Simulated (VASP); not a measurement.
OSZICAR of a VASP run on Te2Au (sg12):

### OSZICAR
```
       N       E                     dE             d eps       ncg     rms          rms(c)
DAV:   1     0.990588722338E+02    0.99059E+02   -0.83337E+03  3484   0.103E+03
DAV:   2    -0.927777696351E+01   -0.10834E+03   -0.10641E+03  4407   0.206E+02
DAV:   3    -0.129651636916E+02   -0.36874E+01   -0.36647E+01  4127   0.410E+01
DAV:   4    -0.130150540254E+02   -0.49890E-01   -0.49854E-01  4666   0.507E+00
DAV:   5    -0.130156064001E+02   -0.55237E-03   -0.55236E-03  4225   0.414E-01    0.146E+01
DAV:   6    -0.124297135013E+02    0.58589E+00   -0.43562E+00  3420   0.218E+01    0.108E+01
DAV:   7    -0.123735082789E+02    0.56205E-01   -0.38646E-01  3441   0.697E+00    0.462E+00
DAV:   8    -0.123641305724E+02    0.93777E-02   -0.40869E-02  3616   0.125E+00    0.111E+00
DAV:   9    -0.123614893385E+02    0.26412E-02   -0.95643E-03  3693   0.108E+00    0.342E-01
DAV:  10    -0.123614665434E+02    0.22795E-04   -0.90378E-04  3903   0.211E-01    0.765E-02
DAV:  11    -0.123614613453E+02    0.51981E-05   -0.46230E-05  4106   0.556E-02    0.383E-02
DAV:  12    -0.123614613913E+02   -0.45971E-07   -0.10436E-05  3833   0.314E-02    0.198E-02
DAV:  13    -0.123614609323E+02    0.45893E-06   -0.11762E-06  1822   0.107E-02
   1 F= -.12361461E+02 E0= -.12361433E+02  d E =-.123615E+02
       N       E                     dE             d eps       ncg     rms          rms(c)
DAV:   1    -0.123724261365E+02   -0.10965E-01   -0.50970E-01  3539   0.524E+00    0.472E-01
DAV:   2    -0.123688399650E+02    0.35862E-02   -0.81764E-03  3910   0.699E-01    0.233E-01
DAV:   3    -0.123673201218E+02    0.15198E-02   -0.19517E-03  4022   0.370E-01    0.817E-02
DAV:   4    -0.123672227096E+02    0.97412E-04   -0.27877E-04  3889   0.135E-01    0.361E-02
DAV:   5    -0.123672217916E+02    0.91802E-06   -0.10271E-05  4162   0.267E-02    0.206E-02
DAV:   6    -0.123672217646E+02    0.26955E-07   -0.18010E-06  2095   0.930E-03
   2 F= -.12367222E+02 E0= -.12367103E+02  d E =-.576083E-02
       N       E                     dE             d eps       ncg     rms          rms(c)
DAV:   1    -0.123847158592E+02   -0.17494E-01   -0.13103E+00  3525   0.840E+00    0.765E-01
DAV:   2    -0.123754861251E+02    0.92297E-02   -0.21739E-02  3854   0.114E+00    0.374E-01
DAV:   3    -0.123716795252E+02    0.38066E-02   -0.48226E-03  4015   0.580E-01    0.139E-01
DAV:   4    -0.123713930195E+02    0.28651E-03   -0.75873E-04  3903   0.226E-01    0.594E-02
DAV:   5    -0.123713899681E+02    0.30514E-05   -0.29939E-05  4064   0.458E-02    0.344E-02
DAV:   6    -0.123713897594E+02    0.20871E-06   -0.52502E-06  3819   0.155E-02
   3 F= -.12371390E+02 E0= -.12370934E+02  d E =-.992883E-02
       N       E                     dE             d eps       ncg     rms          rms(c)
DAV:   1    -0.123719883511E+02   -0.59838E-03   -0.47723E-02  3539   0.160E+00    0.145E-01
DAV:   2    -0.123716495490E+02    0.33880E-03   -0.81139E-04  3833   0.222E-01    0.714E-02
DAV:   3    -0.123715124715E+02    0.13708E-03   -0.17758E-04  4001   0.110E-01    0.276E-02
DAV:   4    -0.123715017744E+02    0.10697E-04   -0.28422E-05  3875   0.435E-02    0.115E-02
DAV:   5    -0.123715016419E+02    0.13247E-06   -0.10286E-06  1990   0.870E-03
   4 F= -.12371502E+02 E0= -.12371010E+02  d E =-.100407E-01
       N       E                     dE             d eps       ncg     rms          rms(c)
DAV:   1    -0.124007734503E+02   -0.29272E-01   -0.68724E-01  3462   0.751E+00    0.123E+00
DAV:   2    -0.123741084194E+02    0.26665E-01   -0.10828E-01  3518   0.391E+00    0.594E-01
DAV:   3    -0.123722665994E+02    0.18418E-02   -0.53230E-03  3693   0.639E-01    0.354E-01
DAV:   4    -0.123714381916E+02    0.82841E-03   -0.17512E-03  3588   0.249E-01    0.152E-01
DAV:   5    -0.123713208089E+02    0.11738E-03   -0.44655E-04  4078   0.152E-01    0.151E-01
DAV:   6    -0.123713285092E+02   -0.77004E-05   -0.40806E-05  3588   0.611E-02    0.806E-02
DAV:   7    -0.123713188357E+02    0.96735E-05   -0.24457E-05  3441   0.541E-02    0.230E-02
DAV:   8    -0.123713189604E+02   -0.12470E-06   -0.43260E-06  3431   0.136E-02
   5 F= -.12371319E+02 E0= -.12370791E+02  d E =0.182681E-03
       N       E                     dE             d eps       ncg     rms          rms(c)
DAV:   1    -0.123805633691E+02   -0.92445E-02   -0.19153E-01  3469   0.397E+00    0.640E-01
DAV:   2    -0.123731095573E+02    0.74538E-02   -0.32713E-02  3511   0.211E+00    0.311E-01
DAV:   3    -0.123725575453E+02    0.55201E-03   -0.15789E-03  3693   0.371E-01    0.175E-01
DAV:   4    -0.123723260240E+02    0.23152E-03   -0.52429E-04  3588   0.138E-01    0.729E-02
DAV:   5    -0.123722928766E+02    0.33147E-04   -0.12291E-04  4071   0.815E-02    0.782E-02
DAV:   6    -0.123722955251E+02   -0.26485E-05   -0.11719E-05  3602   0.319E-02    0.428E-02
DAV:   7    -0.123722925956E+02    0.29296E-05   -0.71350E-06  3448   0.283E-02    0.140E-02
DAV:   8    -0.123722926376E+02   -0.42058E-07   -0.11131E-06  1710   0.699E-03
   6 F= -.12372293E+02 E0= -.12371769E+02  d E =-.790996E-03
       N       E                     dE             d eps       ncg     rms          rms(c)
DAV:   1    -0.123741560689E+02   -0.18635E-02   -0.84198E-02  3546   0.213E+00    0.190E-01
DAV:   2    -0.123731899369E+02    0.96613E-03   -0.19401E-03  3987   0.356E-01    0.888E-02
DAV:   3    -0.123728479064E+02    0.34203E-03   -0.64319E-04  3980   0.187E-01    0.340E-02
DAV:   4    -0.123728375876E+02    0.10319E-04   -0.62169E-05  3980   0.568E-02    0.222E-02
DAV:   5    -0.123728370991E+02    0.48846E-06   -0.18640E-06  2693   0.110E-02
   7 F= -.12372837E+02 E0= -.12372324E+02  d E =-.544461E-03
       N       E                     dE             d eps       ncg     rms          rms(c)
DAV:   1    -0.123748859362E+02   -0.20483E-02   -0.12354E-01  3553   0.259E+00    0.231E-01
DAV:   2    -0.123734657594E+02    0.14202E-02   -0.28518E-03  4001   0.432E-01    0.108E-01
DAV:   3    -0.123729596840E+02    0.50608E-03   -0.94401E-04  3980   0.227E-01    0.407E-02
DAV:   4    -0.123729437073E+02    0.15977E-04   -0.93900E-05  3973   0.697E-02    0.273E-02
DAV:   5    -0.123729430510E+02    0.65626E-06   -0.29552E-06  3581   0.133E-02
   8 F= -.12372943E+02 E0= -.12372508E+02  d E =-.650413E-03
```

### Question
Which electronic solver shows in the log?

### Answer
It is blocked Davidson (ALGO = Normal, or the opening steps of other solvers). The INCAR had ALGO = Normal.

### Question
Can the final energy be trusted as converged?

### Answer
The run converged. It stopped with EDIFF = 1E-6, NELM = 100, NSW = 60 and EDIFFG = -0.02 after 8 ionic steps (LDA (Ceperley-Alder, Perdew-Zunger), plane waves, VASP's LDA PAW potentials (set 64)).

The compound is Te2Au in the sg12 structure. This run relaxes it. Symmetry was kept, so distortions that lower it aren't found. The start is the result of an earlier pass. The electron count is odd and the run is not spin-polarised, which forces a metal.
